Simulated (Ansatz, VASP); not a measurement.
AlSi5: VASP beside Ansatz

File INCAR:

```
SYSTEM = AlSi5
PREC     = Accurate       ! precision mode
ENCUT    = 600            ! plane-wave cutoff, eV
EDIFF    = 1E-7           ! SCF threshold, eV
ISMEAR   = 0              ! smearing method
SIGMA    = 0.1            ! smearing width, eV
LREAL    = .False.        ! projectors in reciprocal space
LASPH    = .True.         ! aspherical terms in the spheres
NELM     = 100            ! most SCF steps
ALGO     = Normal         ! electronic algorithm
ISIF     = 3              ! what is computed and relaxed
LWAVE    = .False.        ! write WAVECAR
LCHARG   = .False.        ! write CHGCAR
GGA      = PE             ! functional
IBRION   = 2              ! ionic algorithm
NSW      = 100            ! ionic steps
EDIFFG   = -0.01          ! ionic threshold
```

The input KPOINTS:

```
Automatic mesh
0
Gamma
  12 12 8
  0 0 0
```

File POSCAR:

```
AlSi5
1.0
    4.9164358370      0.0000000000      0.0000000000
   -2.4582179185      4.2577583309      0.0000000000
    0.0000000000      0.0000000000      4.6389238718
Al Si
1 5
Direct
    0.0000000000      0.0000000000      0.5000000000
    0.3333333333      0.6666666667      0.5000000000
    0.6666666667      0.3333333333      0.5000000000
    0.5000000000      0.0000000000      0.0000000000
    0.0000000000      0.5000000000      0.0000000000
    0.5000000000      0.5000000000      0.0000000000
```

Input for Ansatz:

```yaml
crystal:
  lattice:
    - [4.916435837, 0.0, 0.0]
    - [-2.4582179185, 4.2577583309, 0.0]
    - [0.0, 0.0, 4.6389238718]
  atoms:
    - { symbol: Al, position: [0.0, 0.0, 0.5] }
    - { symbol: Si, position: [0.3333333333, 0.6666666667, 0.5] }
    - { symbol: Si, position: [0.6666666667, 0.3333333333, 0.5] }
    - { symbol: Si, position: [0.5, 0.0, 0.0] }
    - { symbol: Si, position: [0.0, 0.5, 0.0] }
    - { symbol: Si, position: [0.5, 0.5, 0.0] }
basis:
  ecutwfc: 420
kpoints:
  mp_grid: { grid: [12, 12, 8] }
hamiltonian:
  xc: pbe
scf:
  occupations: { method: gaussian, width: 0.1 }
output:
  forces: true
  stress: true
  eigenvalues: true
  write_density: true
  write_potential: true
  elf: true
  volumetric_format: npy
relax:
  adjacent_minimum: "off"
  f_tol: 0.01
  max_steps: 80
  cell: { stress_tol: 0.05 }
```

Alike in both runs: task relaxation of cell and atoms; functional PBE; k mesh 12 × 12 × 8; occupations gaussian, width 0.1 eV; no spin polarisation.

```csv
,VASP,Ansatz
version,VASP 6.6.1,Ansatz 0.2.0
potentials or method,"VASP PAW PBE potentials, release 64 (Al, Si)","scalar-relativistic, plane waves, PAW"
plane-wave cutoff (eV),600,420
valence electrons in the cell,23,23
```

```csv
,VASP,Ansatz,Ansatz less VASP
"gap on the k mesh at the Fermi level, each at its own relaxed structure (eV)",none,none,-
relaxed volume (Å³/atom),16.33,16.31,-0.012
relaxed cell length with the largest relative difference (Å),4.721,4.718,-0.0031
```

A gap of «none» marks a metal or a gap that the smearing closes.
